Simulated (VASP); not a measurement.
All values below come from PBEsol GGA, VASP's PBE PAW potentials (set 64) (plane waves; VASP).

A VASP calculation is set up with these files.

INCAR:
```
SYSTEM=Cr
PREC=Accurate; ENCUT=400; LREAL=.FALSE.
LASPH=.TRUE.
EDIFF=1E-6; NELM=100; ALGO=Normal
LMAXMIX=4
ISMEAR=1; SIGMA=0.1
GGA=PS
ISPIN=2; MAGMOM=3.0
IBRION=2; NSW=60; ISIF=3
EDIFFG=-0.01
LWAVE=.FALSE.; LCHARG=.FALSE.; LORBIT=10
```

### KPOINTS
```
Automatic mesh
0
Gamma
16 16 16
0 0 0
```

**POSCAR**
```
Cr
1
   -1.4419500000     1.4419500000     1.4419500000
    1.4419500000    -1.4419500000     1.4419500000
    1.4419500000     1.4419500000    -1.4419500000
Cr
1
Direct
  0.0000000000   0.0000000000   0.0000000000
```

POTCAR, in this order: Cr_pv (PBE.64 set). Program: vasp_std.

The run wrote:

**OSZICAR**
```
       N       E                     dE             d eps       ncg     rms          rms(c)
DAV:   1     0.692363061451E+02    0.69236E+02   -0.59422E+03  7044   0.941E+02
DAV:   2    -0.961360041070E+01   -0.78850E+02   -0.76071E+02  7136   0.268E+02
DAV:   3    -0.106532242202E+02   -0.10396E+01   -0.10338E+01  7720   0.373E+01
DAV:   4    -0.106584798574E+02   -0.52556E-02   -0.52550E-02  7488   0.262E+00
DAV:   5    -0.106585381132E+02   -0.58256E-04   -0.58256E-04  7608   0.252E-01    0.187E+01
DAV:   6    -0.101543795307E+02    0.50416E+00   -0.51433E+00  7284   0.364E+01    0.414E+00
DAV:   7    -0.101964736467E+02   -0.42094E-01   -0.18799E-01  7288   0.407E+00    0.232E+00
DAV:   8    -0.101980535468E+02   -0.15799E-02   -0.66929E-03  7256   0.110E+00    0.975E-01
DAV:   9    -0.101925373985E+02    0.55161E-02   -0.22473E-03  7460   0.616E-01    0.234E-01
DAV:  10    -0.101928959783E+02   -0.35858E-03   -0.47224E-04  7336   0.218E-01    0.431E-02
DAV:  11    -0.101929077778E+02   -0.11800E-04   -0.14779E-05  7652   0.365E-02    0.171E-02
DAV:  12    -0.101929088429E+02   -0.10651E-05   -0.14193E-06  5840   0.122E-02    0.510E-03
DAV:  13    -0.101929077147E+02    0.11282E-05   -0.35956E-07  3568   0.610E-03    0.242E-03
DAV:  14    -0.101929075849E+02    0.12981E-06   -0.28949E-08  3544   0.274E-03
   1 F= -.10192908E+02 E0= -.10192734E+02  d E =-.101929E+02  mag=    -0.0000
       N       E                     dE             d eps       ncg     rms          rms(c)
DAV:   1    -0.180570973794E+02   -0.78642E+01   -0.11074E+02  6960   0.174E+02    0.338E+01
DAV:   2    -0.103938544652E+02    0.76632E+01   -0.13564E+01  7040   0.695E+01    0.748E+00
DAV:   3    -0.101060735558E+02    0.28778E+00   -0.26203E-01  7396   0.814E+00    0.526E+00
DAV:   4    -0.100371991445E+02    0.68874E-01   -0.71702E-02  7208   0.370E+00    0.908E-01
DAV:   5    -0.100361857090E+02    0.10134E-02   -0.39614E-03  7312   0.934E-01    0.210E-01
DAV:   6    -0.100357682093E+02    0.41750E-03   -0.53859E-04  7168   0.376E-01    0.692E-02
DAV:   7    -0.100357294215E+02    0.38788E-04   -0.68846E-05  7164   0.148E-01    0.134E-02
DAV:   8    -0.100357291473E+02    0.27423E-06   -0.16541E-06  6460   0.199E-02
   2 F= -.10035729E+02 E0= -.10035801E+02  d E =0.157178E+00  mag=    -0.0000
       N       E                     dE             d eps       ncg     rms          rms(c)
DAV:   1    -0.140624478326E+02   -0.40267E+01   -0.59804E+01  6960   0.144E+02    0.152E+01
DAV:   2    -0.103832793627E+02    0.36792E+01   -0.10254E+01  7072   0.518E+01    0.241E+00
DAV:   3    -0.102828603602E+02    0.10042E+00   -0.13014E-01  7112   0.608E+00    0.189E+00
DAV:   4    -0.102531220676E+02    0.29738E-01   -0.45164E-02  7440   0.284E+00    0.296E-01
DAV:   5    -0.102528116702E+02    0.31040E-03   -0.18756E-03  7248   0.736E-01    0.134E-01
DAV:   6    -0.102526485591E+02    0.16311E-03   -0.77110E-05  7036   0.128E-01    0.304E-02
DAV:   7    -0.102526413138E+02    0.72453E-05   -0.26516E-05  7176   0.877E-02    0.248E-03
DAV:   8    -0.102526409087E+02    0.40509E-06   -0.50276E-07  3716   0.114E-02
   3 F= -.10252641E+02 E0= -.10252448E+02  d E =-.597333E-01  mag=     0.0000
       N       E                     dE             d eps       ncg     rms          rms(c)
DAV:   1    -0.102544280930E+02   -0.17868E-02   -0.23217E-02  6960   0.270E+00    0.361E-01
DAV:   2    -0.102528007931E+02    0.16273E-02   -0.42036E-03  7096   0.110E+00    0.648E-02
DAV:   3    -0.102527658692E+02    0.34924E-04   -0.42010E-05  7160   0.105E-01    0.343E-02
DAV:   4    -0.102527532994E+02    0.12570E-04   -0.13294E-05  7328   0.429E-02    0.449E-03
DAV:   5    -0.102527525547E+02    0.74468E-06   -0.19605E-07  3648   0.611E-03
   4 F= -.10252753E+02 E0= -.10252555E+02  d E =-.598450E-01  mag=    -0.0000
       N       E                     dE             d eps       ncg     rms          rms(c)
DAV:   1    -0.102532326632E+02   -0.47936E-03   -0.67886E-03  6960   0.146E+00    0.196E-01
DAV:   2    -0.102527538482E+02    0.47882E-03   -0.12534E-03  7088   0.603E-01    0.357E-02
DAV:   3    -0.102527431471E+02    0.10701E-04   -0.14383E-05  7152   0.619E-02    0.185E-02
DAV:   4    -0.102527397787E+02    0.33684E-05   -0.40765E-06  7344   0.239E-02    0.243E-03
DAV:   5    -0.102527394500E+02    0.32876E-06   -0.55400E-08  3488   0.326E-03
   5 F= -.10252739E+02 E0= -.10252539E+02  d E =-.598319E-01  mag=     0.0000
       N       E                     dE             d eps       ncg     rms          rms(c)
DAV:   1    -0.102543766349E+02   -0.16369E-02   -0.22418E-02  6960   0.266E+00    0.358E-01
DAV:   2    -0.102527824300E+02    0.15942E-02   -0.43651E-03  7104   0.112E+00    0.678E-02
DAV:   3    -0.102527385708E+02    0.43859E-04   -0.69294E-05  7120   0.139E-01    0.328E-02
DAV:   4    -0.102527245205E+02    0.14050E-04   -0.15784E-05  7376   0.480E-02    0.449E-03
DAV:   5    -0.102527247078E+02   -0.18732E-06   -0.30306E-07  3656   0.898E-03
   6 F= -.10252725E+02 E0= -.10252529E+02  d E =0.147422E-04  mag=    -0.0000
       N       E                     dE             d eps       ncg     rms          rms(c)
DAV:   1    -0.102533182807E+02   -0.59376E-03   -0.77792E-03  6960   0.157E+00    0.209E-01
DAV:   2    -0.102527704682E+02    0.54781E-03   -0.14329E-03  7092   0.645E-01    0.380E-02
DAV:   3    -0.102527583398E+02    0.12128E-04   -0.16088E-05  7120   0.654E-02    0.198E-02
DAV:   4    -0.102527544333E+02    0.39065E-05   -0.46213E-06  7352   0.254E-02    0.260E-03
DAV:   5    -0.102527540855E+02    0.34778E-06   -0.61428E-08  3488   0.343E-03
   7 F= -.10252754E+02 E0= -.10252556E+02  d E =-.146355E-04  mag=     0.0000
```

**OUTCAR**
```
------------------------ aborting loop because EDIFF is reached ----------------------------------------
  FORCE on cell =-STRESS in cart. coord.  units (eV):
  Direction    XX          YY          ZZ          XY          YZ          ZX
  --------------------------------------------------------------------------------------
  Total       -0.0012127     -0.0012127     -0.0012127      0.0000000     -0.0000000      0.0000000
  in kB       -0.1753958     -0.1753958     -0.1753958      0.0000000     -0.0000000      0.0000000
  external PRESSURE =      -0.1753958 kB  Pullay stress =       0.0000000 kB
  volume of cell :       11.08
      direct lattice vectors                 reciprocal lattice vectors
    -1.404303232  1.404303232  1.404303232     0.000000000  0.356048458  0.356048458
     1.404303232 -1.404303232  1.404303232     0.356048458  0.000000000  0.356048458
     1.404303232  1.404303232 -1.404303232     0.356048458  0.356048458  0.000000000
 POSITION                                       TOTAL-FORCE (eV/Angst)
 -----------------------------------------------------------------------------------
     -0.00000      0.00000      0.00000         0.000000     -0.000000      0.000000
 -----------------------------------------------------------------------------------
    total drift:                                0.000000      0.000000      0.000000
  FREE ENERGIE OF THE ION-ELECTRON SYSTEM (eV)
  ---------------------------------------------------
  free  energy   TOTEN  =       -10.2527540855 eV

  energy  without entropy=      -10.2521583877  energy(sigma->0) =      -10.25255552

 total charge

# of ion       s       p       d       tot
------------------------------------------
    1        0.446   6.439   4.263  11.149

 magnetization (x)

# of ion       s       p       d       tot
------------------------------------------
    1        0.000  -0.000   0.000   0.000

 reached required accuracy - stopping structural energy minimisation
```
(Selected blocks of OUTCAR.)

### CONTCAR
```
Cr
   1.00000000000000
    -1.4043032317656901    1.4043032317656901    1.4043032317656901
     1.4043032317656901   -1.4043032317656901    1.4043032317656901
     1.4043032317656901    1.4043032317656901   -1.4043032317656901
  Cr
     1
Direct
     0.0000000000000000    0.0000000000000000    0.0000000000000000
```

Energy and stress use the plane-wave basis of the starting cell. The moments were started parallel, and other spin orders were not tried in this run.

The structure comes from a measured Cr entry (Im-3m) of the Crystallography Open Database, whose conditions weren't checked. This run relaxes it. Symmetry was kept, so distortions that lower it aren't found.
